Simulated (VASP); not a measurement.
VASP runs on CuCl (zinc blende) share one base input (PBE GGA, plane waves, VASP's PBE PAW potentials (set 64)) and change the settings named in each case.

### KPOINTS
```
Automatic mesh
0
Gamma
8 8 8
0 0 0
```

INCAR:
```
ALGO=Normal
EDIFF=1E-6
ENCUT=400
GGA=PE
ISIF=2
ISMEAR=0
LASPH=.True.
LCHARG=.False.
LMAXMIX=4
LREAL=.False.
LWAVE=.False.
NELM=100
PREC=Accurate
SIGMA=0.05
SYSTEM=CuCl
```

**POSCAR**
```
CuCl
1.0
  0.0000000000   2.7591000000   2.7591000000
  2.7591000000   0.0000000000   2.7591000000
  2.7591000000   2.7591000000   0.0000000000
Cu Cl
1 1
direct
  0.0000000000   0.0000000000   0.0000000000
  0.2500000000   0.2500000000   0.2500000000
```

POTCAR, in this order: Cu Cl (PBE.64 set). Program: vasp_std.

```
change                                                                              E(σ→0) (eV/atom)  pressure (GPa)  gap on the mesh (eV)
----------------------------------------------------------------------------------  ----------------  --------------  --------------------
base run                                                                                     -3.1646           -2.39                  0.44
LDAU = .TRUE., LDAUJ = 0 0, LDAUL = 2 -1, LDAUTYPE = 2, LDAUU = 1.0 0                        -3.0298           -2.33                  0.66
LDAU = .TRUE., LDAUJ = 0 0, LDAUL = 2 -1, LDAUTYPE = 2, LDAUU = 2.0 0                        -2.9017           -2.20                  0.89
LDAU = .TRUE., LDAUJ = 0 0, LDAUL = 2 -1, LDAUTYPE = 2, LDAUU = 3.0 0                        -2.7801           -2.06                  1.12
LDAU = .TRUE., LDAUJ = 0 0, LDAUL = 2 -1, LDAUTYPE = 2, LDAUU = 4.0 0                        -2.6651           -2.06                  1.35
LDAU = .TRUE., LDAUJ = 0 0, LDAUL = 2 -1, LDAUTYPE = 2, LDAUU = 5.0 0                        -2.5565           -1.93                  1.58
LDAU = .TRUE., LDAUJ = 0 0, LDAUL = 2 -1, LDAUTYPE = 2, LDAUU = 6.0 0                        -2.4543           -1.84                  1.81
LDAU = .TRUE., LDAUJ = 0 0, LDAUL = 2 -1, LDAUTYPE = 2, LDAUU = 8.0 0                        -2.2690           -1.83                  2.25
LDAU = .TRUE., LDAUJ = 0 0, LDAUL = 2 -1, LDAUTYPE = 2, LDAUU = 5.0 0, LMAXMIX = 2           -2.5565           -1.93                  1.58
```
 Energies of different potentials or functionals have different zeros.

Left out are runs that ran out of time, are held back, or changed the cell or the kind of run, fixed moments of cells without a moment, rows past the twelfth, gaps on odd meshes, pressures of charged cells and columns that move by less than the noise.

The compound is CuCl in the zinc blende structure. The cell was not relaxed at this level.
